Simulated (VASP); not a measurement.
Here is the system:

```
CELL_PARAMETERS angstrom
      0.00000     2.26000     2.26000
      2.26000     0.00000     2.26000
      2.26000     2.26000     0.00000
ATOMIC_POSITIONS crystal
  Ga 0.00000 0.00000 0.00000
  N  0.25000 0.25000 0.25000
```

Computed with PBE GGA with D4 dispersion, VASP's PBE PAW potentials (set 64) (plane waves; VASP). Settings: 520 eV cut-off, 9×9×9 Γ-centred mesh, Gaussian smearing of 0.050 eV, potentials Ga_d N.

**Question.** Give the stress tensor in GPa (positive for a compressed cell).

**Answer.** 
```
-2.15   0.00   0.00
 0.00  -2.15   0.00
 0.00   0.00  -2.15
```
The pressure is its mean diagonal, -2.15 GPa.

The compound is GaN in the zinc blende structure, a metastable form; wurtzite is the usual one. The cell was not relaxed at this level. The run is one of a series of settings (IVDW = 13 against the base run), some of them coarse on purpose.
